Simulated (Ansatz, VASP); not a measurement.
**HfC in two plane-wave programs**

One calculation is typed for both programs; each brings its own data sets. How far apart do they land? The cell is taken from a series of runs on this material, whose earlier steps may have relaxed, scaled, displaced or heated it; both programs get it as it stands.

Program: Ansatz 0.2.0. Level of theory: plane waves, with VASP 6.6.1 beside it; zone-centre phonons at LDA. Results are calculated unless marked as measured.

## (1) Set-up

Symmetry: I4/mmm, No. 139, tetragonal system. The conventional cell has a = 3.219 Å, b = 3.219 Å, c = 4.710 Å, α = 90.00°, β = 90.00°, γ = 90.00°. Nearest to C lie 6 Hf at 2.28 to 2.35 Å. Hf has 6 C at 2.28 to 2.35 Å nearest. Farther neighbours are not listed.

## (2) VASP: zone-centre phonons, LDA

Second derivatives magnify differences that forces hide, and they need a tight electronic threshold.

Lines of VASP's logs that name or quote its potential files are left out, and so is its time.

INCAR reads:

```
SYSTEM = HfC
PREC = Accurate
ENCUT = 600
EDIFF = 1E-08
NELM = 120
ISMEAR = 1
SIGMA = 0.2
LREAL = .FALSE.
ALGO = Normal
GGA = CA
NBANDS = 13
LASPH = .TRUE.
LORBIT = 11
LWAVE = .FALSE.
LCHARG = .FALSE.
ISIF = 2
IBRION = 8
GGA_COMPAT = .FALSE.
KPAR = 2
```

POSCAR reads:

```
HfC
1.0
    0.0000000000      2.2759501893      2.3549637759
    2.2759501893      0.0000000000      2.3549637759
    2.2759501893      2.2759501893      0.0000000000
C Hf
1 1
Direct
    0.0000000000      0.0000000000      0.0000000000
    0.5000000000      0.5000000000      0.5000000000
```

KPOINTS reads:

```
Automatic mesh
0
Gamma
16 16 16
0 0 0
```

Potentials, in the order of the species: C and Hf_pv (LDA family, release 64).

The run is started by

```console
$ mpirun -np 2 vasp_std
```

Numbers of over 12 decimals in the logs are rounded to 6 here.

Log:

```text
[banner, memory and clock lines left out]
running    2 mpi-ranks, on    1 nodes
 distrk:  each k-point on    1 cores,    2 groups
 distr:  one band on    1 cores,    1 groups

 POSCAR found type information on POSCAR C Hf
 POSCAR found :  2 types and       2 ions
 LDA part: xc-table for (Slater(with rela. corr.)+CA(PZ))
 , standard interpolation
 POSCAR, INCAR and KPOINTS ok, starting setup
 FFT: planning ... GRIDC
 FFT: planning ... GRID_SOFT
 FFT: planning ... GRID
 WAVECAR not read
 entering main loop
       N       E                     dE             d eps       ncg     rms          rms(c)
DAV:   1     0.237350544585E+02    0.23735E+02   -0.86082E+03  9082   0.118E+03
DAV:   2    -0.242899734330E+02   -0.48025E+02   -0.45092E+02 11511   0.221E+02
DAV:   3    -0.260173631756E+02   -0.17274E+01   -0.17179E+01 11341   0.298E+01
DAV:   4    -0.260273561337E+02   -0.99930E-02   -0.99917E-02 10137   0.269E+00
DAV:   5    -0.260274307636E+02   -0.74630E-04   -0.74629E-04 11505   0.211E-01    0.615E+01
DAV:   6    -0.229663961886E+02    0.30610E+01   -0.14079E+01 10449   0.197E+01    0.436E+01
DAV:   7    -0.228877421424E+02    0.78654E-01   -0.63578E-01 10454   0.556E+00    0.253E+01
DAV:   8    -0.228716677346E+02    0.16074E-01   -0.70367E-02 11104   0.204E+00    0.589E+00
DAV:   9    -0.228652796119E+02    0.63881E-02   -0.29144E-02 10764   0.915E-01    0.192E+00
DAV:  10    -0.228648021798E+02    0.47743E-03   -0.17480E-03 11083   0.306E-01    0.122E-01
DAV:  11    -0.228648022103E+02   -0.30468E-07   -0.78776E-05 10704   0.786E-02    0.797E-02
DAV:  12    -0.228648018845E+02    0.32574E-06   -0.13382E-06 11532   0.102E-02    0.204E-02
DAV:  13    -0.228648016404E+02    0.24410E-06   -0.75470E-07 10689   0.459E-03    0.976E-04
DAV:  14    -0.228648016451E+02   -0.46950E-08   -0.25913E-08 10383   0.130E-03
   1 F= -.22864802E+02 E0= -.22864816E+02  d E =0.423170E-04
 Linear response reoptimize wavefunctions to high precision
DAV:   1    -0.228648016456E+02   -0.50977E-09   -0.50847E-10  7695   0.201E-04
DAV:   2    -0.228648016457E+02   -0.15689E-10   -0.63228E-11  5767   0.694E-05
 Linear response DOF=           4
 Linear response progress:
  Degree of freedom:   1/  4
       N       E                     dE             d eps       ncg     rms          rms(c)
RMM:   1    -0.124582272148E+00   -0.12458E+00    0.16246E-02 35397   0.196E+00
RMM:   2    -0.119022277040E+00    0.55600E-02   -0.39063E-03 25887   0.375E-01    0.493E-01
RMM:   3    -0.119348877900E+00   -0.32660E-03   -0.77028E-04 23621   0.158E-01    0.256E-01
RMM:   4    -0.120315044613E+00   -0.96617E-03   -0.44789E-04 24076   0.116E-01    0.403E-02
RMM:   5    -0.120307866103E+00    0.71785E-05   -0.12118E-05 26533   0.257E-02    0.117E-02
RMM:   6    -0.120308262968E+00   -0.39687E-06   -0.40198E-07 28642   0.426E-03    0.488E-03
RMM:   7    -0.120295745648E+00    0.12517E-04   -0.98772E-08 27714   0.225E-03    0.300E-03
RMM:   8    -0.120299818908E+00   -0.40733E-05   -0.57732E-09 29146   0.741E-04    0.326E-04
RMM:   9    -0.120298997961E+00    0.82095E-06    0.71062E-09 30916   0.152E-04    0.229E-04
RMM:  10    -0.120298961213E+00    0.36748E-07    0.46357E-09 31170   0.394E-05    0.378E-05
RMM:  11    -0.120298975964E+00   -0.14751E-07    0.11625E-08 30374   0.163E-05    0.110E-05
RMM:  12    -0.120299011437E+00   -0.35473E-07    0.76580E-09 29449   0.110E-05    0.110E-05
RMM:  13    -0.120299010171E+00    0.12661E-08    0.11068E-08 21670   0.802E-06    0.178E-06
 first order change of Fermi-energy  -0.10652E-02
 force on displaced ion       1 direction 1 :  -9.439   0.000   0.000
 Linear response progress:
  Degree of freedom:   2/  4
       N       E                     dE             d eps       ncg     rms          rms(c)
RMM:   1    -0.119655371894E+00   -0.11966E+00    0.39006E-02 19899   0.186E+00
RMM:   2    -0.117372090614E+00    0.22833E-02   -0.27189E-03 14548   0.328E-01    0.334E-01
RMM:   3    -0.117695259586E+00   -0.32317E-03   -0.60503E-04 13060   0.140E-01    0.169E-01
RMM:   4    -0.118581671714E+00   -0.88641E-03   -0.40122E-04 13317   0.109E-01    0.304E-02
RMM:   5    -0.118580943566E+00    0.72815E-06   -0.10488E-05 15022   0.229E-02    0.967E-03
RMM:   6    -0.118577609405E+00    0.33342E-05   -0.40784E-07 15997   0.406E-03    0.439E-03
RMM:   7    -0.118568782532E+00    0.88269E-05   -0.71850E-08 15576   0.175E-03    0.276E-03
RMM:   8    -0.118570591997E+00   -0.18095E-05   -0.93289E-09 16611   0.610E-04    0.438E-04
RMM:   9    -0.118570513579E+00    0.78418E-07    0.12886E-09 17189   0.104E-04    0.207E-04
RMM:  10    -0.118570511768E+00    0.18114E-08    0.14433E-09 17437   0.294E-05    0.297E-05
 first order change of Fermi-energy   0.31328E-02
 force on displaced ion       1 direction 3 :   0.000   0.000  -5.782
 Linear response progress:
  Degree of freedom:   3/  4
       N       E                     dE             d eps       ncg     rms          rms(c)
RMM:   1    -0.211804480838E+00   -0.21180E+00    0.38321E+00 17914   0.119E+01
RMM:   2    -0.207771840769E+00    0.40326E-02   -0.30807E-02 24907   0.128E+00    0.593E-01
RMM:   3    -0.207063923229E+00    0.70792E-03   -0.97230E-04 31076   0.153E-01    0.246E-01
RMM:   4    -0.206576418391E+00    0.48750E-03   -0.89069E-05 33468   0.540E-02    0.150E-01
RMM:   5    -0.206158728643E+00    0.41769E-03   -0.33785E-05 33732   0.373E-02    0.153E-02
RMM:   6    -0.206154210051E+00    0.45186E-05   -0.19603E-06 33306   0.109E-02    0.713E-03
RMM:   7    -0.206164006795E+00   -0.97967E-05    0.76517E-07 36540   0.270E-03    0.723E-03
RMM:   8    -0.206165241714E+00   -0.12349E-05   -0.37662E-06 35792   0.651E-04    0.156E-03
RMM:   9    -0.206165720852E+00   -0.47914E-06   -0.29214E-06 37414   0.300E-04    0.740E-05
RMM:  10    -0.206166020979E+00   -0.30013E-06   -0.18316E-06 36277   0.109E-04    0.130E-04
RMM:  11    -0.206166092718E+00   -0.71739E-07   -0.88989E-07 38625   0.494E-05    0.106E-04
RMM:  12    -0.206166116108E+00   -0.23390E-07   -0.46211E-07 36302   0.277E-05    0.525E-05
RMM:  13    -0.206166135798E+00   -0.19690E-07   -0.16546E-07 34901   0.194E-05    0.828E-06
RMM:  14    -0.206166132250E+00    0.35479E-08   -0.63149E-08 26691   0.148E-05    0.116E-05
 first order change of Fermi-energy   0.14320E-02
 force on displaced ion       2 direction 1 :  -9.435   0.000   0.000
 Linear response progress:
  Degree of freedom:   4/  4
       N       E                     dE             d eps       ncg     rms          rms(c)
RMM:   1    -0.214392921064E+00   -0.21439E+00    0.35290E+00 10289   0.115E+01
RMM:   2    -0.211278995448E+00    0.31139E-02   -0.29810E-02 14039   0.124E+00    0.464E-01
RMM:   3    -0.210713391852E+00    0.56560E-03   -0.91283E-04 17216   0.140E-01    0.163E-01
RMM:   4    -0.210321612401E+00    0.39178E-03   -0.63929E-05 18568   0.430E-02    0.116E-01
RMM:   5    -0.209922758444E+00    0.39885E-03   -0.24659E-05 18757   0.323E-02    0.120E-02
RMM:   6    -0.209914618896E+00    0.81395E-05   -0.18504E-06 19081   0.858E-03    0.367E-03
RMM:   7    -0.209927732750E+00   -0.13114E-04   -0.13017E-06 19342   0.238E-03    0.453E-03
RMM:   8    -0.209928747938E+00   -0.10152E-05   -0.16488E-06 19866   0.527E-04    0.914E-04
RMM:   9    -0.209928935261E+00   -0.18732E-06   -0.13388E-06 20438   0.201E-04    0.121E-04
RMM:  10    -0.209929087677E+00   -0.15242E-06   -0.75999E-07 20180   0.693E-05    0.202E-05
RMM:  11    -0.209929128163E+00   -0.40486E-07   -0.45377E-07 21489   0.333E-05    0.519E-05
RMM:  12    -0.209929134575E+00   -0.64120E-08   -0.19334E-07 19180   0.170E-05    0.198E-05
RMM:  13    -0.209929136888E+00   -0.23130E-08   -0.12258E-07 16882   0.129E-05    0.138E-06
RMM:  14    -0.209929137401E+00   -0.51300E-09   -0.66932E-08 13698   0.108E-05    0.453E-06
 first order change of Fermi-energy  -0.28716E-02
 force on displaced ion       2 direction 3 :   0.000   0.000  -5.782
 Linear response finished
```

OUTCAR, selected parts (step 2):

```text
ion  position               nearest neighbor table
   1  0.000  0.000  0.000-   2 2.28   2 2.28   2 2.28   2 2.28   2 2.35   2 2.35
   2  0.500  0.500  0.500-   1 2.28   1 2.28   1 2.28   1 2.28   1 2.35   1 2.35

  LATTYP: Found a body centered tetragonal cell.
 ALAT       =     3.2186796250
 C/A-ratio  =     1.4633104566

 Subroutine GETGRP returns: Found 16 space group operations
 (whereof 16 operations were pure point group operations)

The static configuration has the point symmetry D_4h.

 Found    349 irreducible k-points:

   k-points           NKPTS =    349   k-points in BZ     NKDIM =    349   number of bands    NBANDS=     13

   dimension x,y,z NGX =    28 NGY =   28 NGZ =   28
   dimension x,y,z NGXF=    56 NGYF=   56 NGZF=   56

   ENCUT  =  600.0 eV  44.10 Ry    6.64 a.u.   6.54  6.54  6.43*2*pi/ulx,y,z

   NELECT =      14.0000    total number of electrons

 k-points in reciprocal lattice and weights: Automatic mesh
   0.00000000  0.00000000  0.00000000       0.000
   0.06250000  0.00000000  0.00000000       0.002
   0.12500000  0.00000000  0.00000000       0.002
   0.18750000  0.00000000  0.00000000       0.002
   0.25000000  0.00000000  0.00000000       0.002
   0.31250000  0.00000000  0.00000000       0.002
   0.37500000  0.00000000  0.00000000       0.002
   0.43750000  0.00000000  0.00000000       0.002
   0.50000000  0.00000000  0.00000000       0.001
[...]
-0.31250000  0.18750000  0.50000000       0.001
  -0.25000000  0.25000000  0.50000000       0.000

 average (electrostatic) potential at core
       1 -51.6599       2 -35.3727

  Total        0.0785139      0.0785139     -2.0613359      0.0000000     -0.0000000     -0.0000000
  in kB        5.1560563      5.1560563   -135.3691214      0.0000000     -0.0000000     -0.0000000
  external PRESSURE =     -41.6856696 kB  Pullay stress =       0.0000000 kB

  energy-cutoff  :      600.00
  volume of cell :       24.40
      direct lattice vectors                 reciprocal lattice vectors
     0.000000000  2.275950189  2.354963776    -0.219688463  0.219688463  0.212317491
     2.275950189  0.000000000  2.354963776     0.219688463 -0.219688463  0.212317491
     2.275950189  2.275950189  0.000000000     0.219688463  0.219688463 -0.212317491

 POSITION                                       TOTAL-FORCE (eV/Angst)
 -----------------------------------------------------------------------------------
      0.00000      0.00000      0.00000         0.000000      0.000000     -0.000000
      2.27595      2.27595      2.35496        -0.000000     -0.000000      0.000000
 -----------------------------------------------------------------------------------
    total drift:                                0.000000      0.000000      0.000000

 Eigenvectors and eigenvalues of the dynamical matrix
 ----------------------------------------------------

   1 f  =   14.317465 THz    89.959283 2PiTHz  477.579212 cm-1    59.212249 meV
             X         Y         Z           dx          dy          dz
      0.000000  0.000000  0.000000     0.000000   -0.967975   -0.000000
      2.275950  2.275950  2.354964     0.000000    0.251045    0.000000

   2 f  =   14.317465 THz    89.959283 2PiTHz  477.579212 cm-1    59.212249 meV
             X         Y         Z           dx          dy          dz
      0.000000  0.000000  0.000000     0.967975    0.000000    0.000000
      2.275950  2.275950  2.354964    -0.251045    0.000000    0.000000

   3 f  =   11.205426 THz    70.405768 2PiTHz  373.772781 cm-1    46.341898 meV
             X         Y         Z           dx          dy          dz
      0.000000  0.000000  0.000000    -0.000000   -0.000000   -0.967961
      2.275950  2.275950  2.354964    -0.000000   -0.000000    0.251099

   4 f/i=    0.000024 THz     0.000150 2PiTHz    0.000799 cm-1     0.000099 meV
             X         Y         Z           dx          dy          dz
      0.000000  0.000000  0.000000     0.000000   -0.000000    0.251099
      2.275950  2.275950  2.354964     0.000000   -0.000000    0.967961

   5 f/i=    0.000760 THz     0.004775 2PiTHz    0.025348 cm-1     0.003143 meV
             X         Y         Z           dx          dy          dz
      0.000000  0.000000  0.000000     0.039716   -0.247884   -0.000000
      2.275950  2.275950  2.354964     0.153137   -0.955785   -0.000000

   6 f/i=    0.000760 THz     0.004775 2PiTHz    0.025348 cm-1     0.003143 meV
             X         Y         Z           dx          dy          dz
      0.000000  0.000000  0.000000     0.247884    0.039716    0.000000
      2.275950  2.275950  2.354964     0.955785    0.153137    0.000000

 ELASTIC MODULI CONTR FROM IONIC RELAXATION (kBar)
 Direction    XX          YY          ZZ          XY          YZ          ZX
 --------------------------------------------------------------------------------
 XX           0.0000      0.0000      0.0000      0.0000      0.0000      0.0000
 YY           0.0000      0.0000      0.0000      0.0000      0.0000      0.0000
 ZZ           0.0000      0.0000      0.0000      0.0000      0.0000      0.0000
 XY           0.0000      0.0000      0.0000      0.0000      0.0000      0.0000
 YZ           0.0000      0.0000      0.0000      0.0000      0.0000      0.0000
 ZX           0.0000      0.0000      0.0000      0.0000      0.0000      0.0000
 --------------------------------------------------------------------------------
```

Harder data sets than Hf_pv exist (the GW ones), and pressures, volumes and forces can shift noticeably with them.

[end of part 1 of 2]

[Lines on the potential files, build, host, timing and source positions are cut from VASP's logs without a mark.]

[Logs are printed without paths, hosts, clocks, repeated set-up lines and the standing remarks that a program may print on its own settings, such as how far it seeks lower states.]

[Hosts, paths, dates, database ids (printed as entryN), source tags and the programs' standing remarks are cut or masked in the printed files.]
